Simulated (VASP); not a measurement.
Given:

```
CsPbBr3
1.0
    6.00518     0.00000     0.00000
    0.00000     6.00518     0.00000
    0.00000     0.00000     6.00518
Cs Pb Br
1 1 3
Cartesian
  0.00000   0.00000   0.00000
  3.00259   3.00259   3.00259
  3.00259   0.00000   3.00259
  0.00000   3.00259   3.00259
  3.00259   3.00259   0.00000
```

Calculation: PBE GGA, VASP's PBE PAW potentials (set 64) (plane waves; VASP 6.6.1). Settings: 500 eV cut-off, 4×4×4 Γ-centred mesh, Gaussian smearing of 0.050 eV, potentials Cs_sv Pb_d Br.

Unless said otherwise, spin-orbit coupling is left out, though it shifts the bands of the heavy elements here.

Task: Estimate the energy per atom (σ→0), band gap (on the k-mesh) with the smallest direct gap where there is one.

Result: 
```
Property                                     Result
-----------------------------------  --------------
band gap (on the k-mesh)                    1.78 eV
smallest direct gap (on the k-mesh)         1.78 eV
energy per atom (σ→0)                -3.175 eV/atom
```

The compound is CsPbBr3 in the cubic perovskite structure, the ideal cubic form; the compound distorts at low or room temperature. It was relaxed first, which changed the volume by +7 %.
